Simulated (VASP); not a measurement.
Output of a VASP run:

File OSZICAR:
```
       N       E                     dE             d eps       ncg     rms          rms(c)
DAV:   1     0.305487793439E+03    0.30549E+03   -0.16381E+04  4622   0.157E+03
DAV:   2    -0.142974962152E+02   -0.31979E+03   -0.31663E+03  5099   0.451E+02
DAV:   3    -0.220058863750E+02   -0.77084E+01   -0.75485E+01  5496   0.808E+01
DAV:   4    -0.220913861252E+02   -0.85500E-01   -0.83210E-01  5104   0.792E+00
DAV:   5    -0.220921950601E+02   -0.80893E-03   -0.80878E-03  5050   0.729E-01    0.247E+01
DAV:   6    -0.208332775756E+02    0.12589E+01   -0.29610E+00  4857   0.173E+01    0.797E+00
DAV:   7    -0.206786839657E+02    0.15459E+00   -0.59424E-01  5109   0.704E+00    0.945E-01
DAV:   8    -0.206693360287E+02    0.93479E-02   -0.12126E-02  4736   0.120E+00    0.228E-01
DAV:   9    -0.206694275420E+02   -0.91513E-04   -0.34809E-04  5363   0.167E-01    0.212E-02
DAV:  10    -0.206694220551E+02    0.54869E-05   -0.13129E-05  4841   0.331E-02    0.801E-03
DAV:  11    -0.206694217012E+02    0.35390E-06   -0.46896E-07  2422   0.808E-03
   1 F= -.18926613E+02 E0= -.18926535E+02  d E =-.189266E+02
       N       E                     dE             d eps       ncg     rms          rms(c)
DAV:   1    -0.206678124854E+02    0.16096E-02   -0.45858E-02  4601   0.229E+00    0.346E-01
DAV:   2    -0.206666589263E+02    0.11536E-02   -0.27200E-03  4615   0.544E-01    0.727E-02
DAV:   3    -0.206665500766E+02    0.10885E-03   -0.48205E-04  4954   0.200E-01    0.513E-02
DAV:   4    -0.206665641777E+02   -0.14101E-04   -0.36352E-05  4816   0.472E-02    0.863E-03
DAV:   5    -0.206665641066E+02    0.71110E-07   -0.58558E-06  4698   0.238E-02
   2 F= -.18926570E+02 E0= -.18926545E+02  d E =0.436261E-04
       N       E                     dE             d eps       ncg     rms          rms(c)
DAV:   1    -0.206691055632E+02   -0.25414E-02   -0.20948E-02  4601   0.155E+00    0.235E-01
DAV:   2    -0.206685744757E+02    0.53109E-03   -0.12649E-03  4612   0.370E-01    0.492E-02
DAV:   3    -0.206685220375E+02    0.52438E-04   -0.22173E-04  4949   0.136E-01    0.347E-02
DAV:   4    -0.206685232170E+02   -0.11795E-05   -0.16750E-05  4814   0.320E-02    0.602E-03
DAV:   5    -0.206685232853E+02   -0.68300E-07   -0.26430E-06  3535   0.162E-02
   3 F= -.18926627E+02 E0= -.18926565E+02  d E =-.135199E-04
```

OUTCAR:
```
------------------------ aborting loop because EDIFF is reached ----------------------------------------
  FORCE on cell =-STRESS in cart. coord.  units (eV):
  Direction    XX          YY          ZZ          XY          YZ          ZX
  --------------------------------------------------------------------------------------
  Total        1.7705845      1.7705852      1.7421875      0.0000000      0.0000000     -0.0000000
  in kB      101.6469355    101.6469707    100.0166989      0.0000000      0.0000000     -0.0000000
  external PRESSURE =       1.1035351 kB  Pullay stress =     100.0000000 kB
  volume of cell :       27.91
      direct lattice vectors                 reciprocal lattice vectors
     1.361097976 -2.357491256  0.000000000     0.367350484 -0.212089864 -0.000000000
     1.361097976  2.357491256 -0.000000000     0.367350484  0.212089864 -0.000000000
     0.000000000 -0.000000000  4.348740429     0.000000000  0.000000000  0.229951641
 POSITION                                       TOTAL-FORCE (eV/Angst)
 -----------------------------------------------------------------------------------
      1.36110      0.78583      1.08719        -0.000000      0.000000      0.000000
      1.36110     -0.78583      3.26156         0.000000     -0.000000      0.000000
 -----------------------------------------------------------------------------------
    total drift:                               -0.000025      0.000607     -0.000043
  FREE ENERGIE OF THE ION-ELECTRON SYSTEM (eV)
  ---------------------------------------------------
  free  energy   TOTEN  =       -20.6685232853 eV

  energy  without entropy=      -20.6683374444  energy(sigma->0) =      -20.66846134
  enthalpy is  TOTEN    =       -18.9266266596 eV   P V=        1.7418966257

 reached required accuracy - stopping structural energy minimisation
```
(Selected blocks of OUTCAR.)

**POSCAR**
```
Tc
1
    1.3611143124    -2.3575195416     0.0000000000
    1.3611143124     2.3575195416     0.0000000000
   -0.0000000000    -0.0000000000     4.3509127008
Tc
2
Direct
  0.3333330000   0.6666670000   0.2500000000
  0.6666670000   0.3333330000   0.7500000000
```

Question: Reconstruct the remaining input files.

Answer: This is not unique; one that fits is the input of the run itself, PBE GGA, plane waves, VASP's PBE PAW potentials (set 64).

**INCAR**
```
# general
SYSTEM   =  Tc
PREC     =  Accurate
ENCUT    =  500   # plane-wave cut-off (eV)
LREAL    =  .FALSE.   # projection in real space or not
LASPH    =  .TRUE.   # aspherical one-centre terms

# electronic loop
EDIFF    =  1E-6
NELM     =  100
ALGO     =  Normal
LMAXMIX  =  4   # l cut-off of mixed one-centre charges

# smearing
ISMEAR   =  1   # Methfessel-Paxton
SIGMA    =  0.1   # width (eV)

# functional
GGA      =  PE

# ions
IBRION   =  2
NSW      =  40   # most ionic steps
ISIF     =  3
EDIFFG   =  -0.02   # ionic stop
PSTRESS  =  100   # kbar

# output
LWAVE    =  .FALSE.
LCHARG   =  .FALSE.
```

File KPOINTS:
```
Automatic mesh
0
Gamma
15 15 9
0 0 0
```

POTCAR, in this order: Tc_pv (PBE.64 set). Program: vasp_std.

The compound is Tc in the hcp structure. This run relaxes it under an external pressure of 10 GPa. Symmetry was kept, so distortions that lower it aren't found.
